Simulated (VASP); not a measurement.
Output of a VASP run:

File OSZICAR:
```
       N       E                     dE             d eps       ncg     rms          rms(c)
DAV:   1     0.291122684411E+02    0.29112E+02   -0.49578E+03  2722   0.177E+03
DAV:   2    -0.536509893370E+01   -0.34477E+02   -0.32895E+02  2630   0.183E+02
DAV:   3    -0.572122241033E+01   -0.35612E+00   -0.35522E+00  3079   0.265E+01
DAV:   4    -0.572375314510E+01   -0.25307E-02   -0.25304E-02  3197   0.197E+00
DAV:   5    -0.572378280376E+01   -0.29659E-04   -0.29658E-04  3093   0.176E-01    0.803E+00
DAV:   6    -0.508455500123E+01    0.63923E+00   -0.17376E+01  2756   0.100E+02    0.373E+00
DAV:   7    -0.472757965133E+01    0.35698E+00   -0.25804E+00  2779   0.385E+01    0.627E-01
DAV:   8    -0.471178091700E+01    0.15799E-01   -0.61104E-03  2949   0.129E+00    0.297E-01
DAV:   9    -0.471007624516E+01    0.17047E-02   -0.91305E-03  2899   0.205E+00    0.155E-02
DAV:  10    -0.471008823888E+01   -0.11994E-04   -0.25884E-05  3147   0.863E-02    0.536E-03
DAV:  11    -0.471009006167E+01   -0.18228E-05   -0.73215E-07  1797   0.187E-02    0.470E-04
DAV:  12    -0.471009007042E+01   -0.87439E-08   -0.76593E-08  1418   0.337E-03
   1 F= -.47100901E+01 E0= -.47101074E+01  d E =-.471009E+01
```

### OUTCAR
```
------------------------ aborting loop because EDIFF is reached ----------------------------------------
  FORCE on cell =-STRESS in cart. coord.  units (eV):
  Direction    XX          YY          ZZ          XY          YZ          ZX
  --------------------------------------------------------------------------------------
  Total       -0.0009017     -0.0009017     -0.0009017     -0.0000000      0.0000000      0.0000000
  in kB       -0.1325326     -0.1325326     -0.1325326     -0.0000000      0.0000000      0.0000000
  external PRESSURE =      -0.1325326 kB  Pullay stress =       0.0000000 kB
  volume of cell :       10.90
      direct lattice vectors                 reciprocal lattice vectors
     0.000000000  1.759833198  1.759833198    -0.284117836  0.284117836  0.284117836
     1.759833198  0.000000000  1.759833198     0.284117836 -0.284117836  0.284117836
     1.759833198  1.759833198  0.000000000     0.284117836  0.284117836 -0.284117836
 POSITION                                       TOTAL-FORCE (eV/Angst)
 -----------------------------------------------------------------------------------
      0.00000      0.00000      0.00000         0.000000     -0.000000     -0.000000
 -----------------------------------------------------------------------------------
    total drift:                                0.000000      0.000000     -0.000000
  FREE ENERGIE OF THE ION-ELECTRON SYSTEM (eV)
  ---------------------------------------------------
  free  energy   TOTEN  =        -4.7100900704 eV

  energy  without entropy=       -4.7101419698  energy(sigma->0) =       -4.71010737

 reached required accuracy - stopping structural energy minimisation
```
(Selected blocks of OUTCAR.)

POSCAR:
```
Cu
1
   -0.0000000000     1.7598331985     1.7598331985
    1.7598331985     0.0000000000     1.7598331985
    1.7598331985     1.7598331985    -0.0000000000
Cu
1
Direct
  0.0000000000   0.0000000000   0.0000000000
```

Problem. Reconstruct the remaining input files.

Solution. This is not unique; one that fits is the input of the run itself, LDA (Ceperley-Alder, Perdew-Zunger), plane waves, VASP's LDA PAW potentials (set 64).

### INCAR
```
! general
SYSTEM   =  Cu
PREC     =  Accurate
ENCUT    =  400   ! plane-wave cut-off (eV)
LREAL    =  F
LASPH    =  T   ! aspherical one-centre terms

! electronic loop
EDIFF    =  1E-6   ! SCF stop (eV)
NELM     =  100
ALGO     =  Normal
LMAXMIX  =  4   ! l cut-off of mixed one-centre charges

! smearing
ISMEAR   =  1   ! Methfessel-Paxton
SIGMA    =  0.1   ! width (eV)

! ions
IBRION   =  2   ! conjugate gradients
NSW      =  60   ! most ionic steps
ISIF     =  3   ! ions, shape and volume
EDIFFG   =  -0.01

! output
LWAVE    =  F
LCHARG   =  F
```

### KPOINTS
```
Automatic mesh
0
Gamma
16 16 16
0 0 0
```

POTCAR, in this order: Cu (LDA.64 set). Program: vasp_std.

The compound is Cu in the fcc structure. It was relaxed first, which changed the volume by -7 %. The start is the result of an earlier pass.
